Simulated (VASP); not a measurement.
A convergence study with VASP on Be2C (antifluorite): one setting is varied, all else stays as given below, so the limit is that of these other settings. ε∞ is the independent-particle value.

```
Be2C
1.0
    0.00000     2.17000     2.17000
    2.17000     0.00000     2.17000
    2.17000     2.17000     0.00000
Be C
2 1
Direct
  0.25000   0.25000   0.25000
  0.75000   0.75000   0.75000
  0.00000   0.00000   0.00000
```

Method: PBE GGA, VASP's PBE PAW potentials (set 64) (plane waves; VASP). The tightest run used: 700 eV cut-off, 8×8×8 Γ-centred mesh, Gaussian smearing of 0.050 eV, potentials Be C.

| setting | mean ε∞ | bands |
|---|---|---|
| NBANDS = 5 | 4.49 | 5 |
| NBANDS = 6 | 6.07 | 6 |
| NBANDS = 8 | 7.10 | 8 |
| NBANDS = 12 | 7.27 | 12 |

Q: These are the cheaper rows. Estimate the results at NBANDS = 132, and how far the last row shown lies from them.

A: 
```csv
quantity,tightest run,last row shown is off by
mean ε∞,7.34,-0.06
```

Left out are rungs that failed or repeat a setting and relaxations that didn't move; long series are thinned to 24 rows.

The compound is Be2C in the antifluorite structure. The cell was not relaxed at this level.
